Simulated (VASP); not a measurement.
Input:

```xyz
1
Lattice="0.0000 1.9450 1.9450 1.9450 0.0000 1.9450 1.9450 1.9450 0.0000" Properties=species:S:1:pos:R:3 pbc="T T T"
Pd     0.0000     0.0000     0.0000
```

Level of theory: optB88-vdW, VASP's PBE PAW potentials (set 64) (plane waves; VASP). Numerical set-up: 520 eV cut-off, 14×14×14 Γ-centred mesh, first-order Methfessel-Paxton smearing of 0.10 eV, potentials Pd.

Energy and stress use the plane-wave basis of the starting cell.

Question: The ions, cell shape and volume are relaxed. Give the cell that the relaxation ends in.

Answer: 
```xyz
1
Lattice="0.0000 1.9692 1.9692 1.9692 0.0000 1.9692 1.9692 1.9692 0.0000" Properties=species:S:1:pos:R:3 pbc="T T T"
Pd     0.0000     0.0000     0.0000
```
Space group Fm-3m (225), at a tolerance of 0.03 Å.

Question: How do energy and volume change from the first to the last step?

Answer: The energy (σ→0) changes by -11.5 meV/atom and the volume by +3.8 %, in 3 ionic steps.

The compound is Pd in the fcc structure. This run relaxes it. Symmetry was kept, so distortions that lower it aren't found.
